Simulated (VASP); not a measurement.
Input of a VASP 6.6.1 run:

File INCAR:

```
  PREC = Accurate
  ENCUT = 520
  EDIFF = 1E-6
  ISMEAR = -1
  SIGMA = 0.02
  LREAL = Auto
  LASPH = T
  NELM = 150
  ALGO = Fast
  ISIF = 2
  LWAVE = F
  LCHARG = F
  ISPIN = 2
  MAGMOM = 0 0 0 0 0 0 0 0 0 0 0 0 0 0 0 0 0
  LORBIT = 11
  GGA = PE
  NBANDS = 52
```

The input KPOINTS:

```
Automatic mesh
0
Gamma
  2 2 2
```

The input POSCAR:

```
Si16N
1.0
    0.0000000000      5.4300000000      5.4300000000
    5.4300000000      0.0000000000      5.4300000000
    5.4300000000      5.4300000000      0.0000000000
Si N
16 1
Direct
   -0.0109668508      0.0456813996     -0.0183701657
    0.0978453039      0.1343646409      0.1633885820
   -0.0190147330     -0.0457182320      0.5427348066
    0.1082228361      0.1310405157      0.6192173112
   -0.0228545120      0.5036464088      0.0063904236
    0.1153959484      0.6566482505      0.0913996317
    0.0071454880      0.5051933702      0.4706998158
    0.1197974217      0.6065561694      0.6279742173
    0.4867771639      0.0382872928      0.0010865562
    0.6116942910      0.1554511971      0.1343093923
    0.5982320442     -0.0702209945      0.4786372007
    0.5523204420      0.1621915285      0.6236648250
    0.4754235727      0.5276887661      0.0714640884
    0.6156077348      0.6774861878      0.1421086556
    0.4940976059      0.5310589319      0.5062523020
    0.6407458564      0.5862707182      0.6766758748
    0.3671270718      0.1011602210      0.6147513812
```

Potentials or basis: VASP PAW PBE potentials, release 64 (Si, N).

Run with:

```sh
$ cat potpaw_PBE.64/Si/POTCAR potpaw_PBE.64/N/POTCAR > POTCAR
$ mpirun -np 1 vasp_std > vasp.out
```

Question: What does it give for the band gap on the k mesh?

Answer: None (metal or under the smearing width).

Question: Estimate the largest force.

Answer: 2.892 eV/Å.

Forces on the atoms (eV/Å):
```
Si   0.422  0.484 -0.946
Si  -0.951  0.193 -0.223
Si   1.414 -1.945  1.606
Si   0.416  0.650  1.033
Si  -0.104  0.501  0.691
Si   0.851  0.130  0.188
Si  -0.031 -0.222 -0.512
Si  -0.831  0.931 -0.719
Si   0.991 -0.952  0.228
Si  -0.763  0.110  0.357
Si   0.318 -0.591  0.391
Si   0.700  1.309  0.419
Si  -1.642 -1.301 -0.384
Si  -0.331  0.200 -0.044
Si   0.564  0.601 -0.503
Si  -0.259  0.277 -0.892
N   -0.763 -0.376 -0.689
```

Caveat: the k mesh is coarse (spacing up to 0.50 Å⁻¹), so the values aren't converged.
